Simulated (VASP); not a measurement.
These are PBEsol GGA, VASP's PBE PAW potentials (set 64) (plane waves; VASP) values and carry that method's errors.

The input files of a VASP run:

File POSCAR:
```
NiAl
1
    2.8900000000     0.0000000000     0.0000000000
    0.0000000000     2.8900000000     0.0000000000
    0.0000000000     0.0000000000     2.8900000000
Al Ni
1 1
Direct
  0.5000000000   0.5000000000   0.5000000000
  0.0000000000   0.0000000000   0.0000000000
```

**KPOINTS**
```
kpoints
0
gamma
  11 11 11
```

INCAR:
```
# general
SYSTEM   =  NiAl
PREC     =  Accurate
ENCUT    =  480   # plane-wave cut-off (eV)
LREAL    =  F   # projection in real space or not
LASPH    =  T   # aspherical one-centre terms

# electronic loop
EDIFF    =  1E-6   # SCF stop (eV)
NELM     =  100   # most electronic steps
ALGO     =  Normal
LMAXMIX  =  4   # l cut-off of mixed one-centre charges

# smearing
ISMEAR   =  1   # Methfessel-Paxton
SIGMA    =  0.1   # width (eV)

# functional
GGA      =  PS

# ions
IBRION   =  2
NSW      =  60
ISIF     =  3
EDIFFG   =  -0.01

# output
LWAVE    =  F
LCHARG   =  F
```

POTCAR, in this order: Al Ni (PBE.64 set). Program: vasp_std.

Energy and stress use the plane-wave basis of the starting cell.

Task: Predict the energy per atom (σ→0), volume per atom, band gap (on the k-mesh).

Result: 
energy per atom (σ→0): -5.790 eV/atom
band gap (on the k-mesh): none (metal, semimetal or under 0.01 eV)
volume per atom: 11.75 Å³/atom

File OSZICAR:
```
...
DAV:   2    -0.117956796504E+02   -0.10578E+00   -0.37410E+00  1244   0.335E+01    0.386E+00
DAV:   3    -0.115850701612E+02    0.21061E+00   -0.15523E+00  1262   0.215E+01    0.575E-01
DAV:   4    -0.115812845914E+02    0.37856E-02   -0.14733E-02  1294   0.186E+00    0.839E-02
DAV:   5    -0.115811973070E+02    0.87284E-04   -0.32804E-04  1236   0.184E-01    0.342E-02
DAV:   6    -0.115812018709E+02   -0.45640E-05   -0.14133E-05  1232   0.540E-02    0.167E-02
DAV:   7    -0.115812039165E+02   -0.20456E-05   -0.41295E-06   620   0.245E-02    0.500E-03
DAV:   8    -0.115812040324E+02   -0.11592E-06   -0.14823E-06   560   0.242E-02
   3 F= -.11581204E+02 E0= -.11580984E+02  d E =-.883531E-02
```

The compound is NiAl in the CsCl type structure. This run relaxes it. Symmetry was kept, so distortions that lower it aren't found. The run is not spin-polarised, so no magnetic state was tried. The electron count is odd and the run is not spin-polarised, which forces a metal.
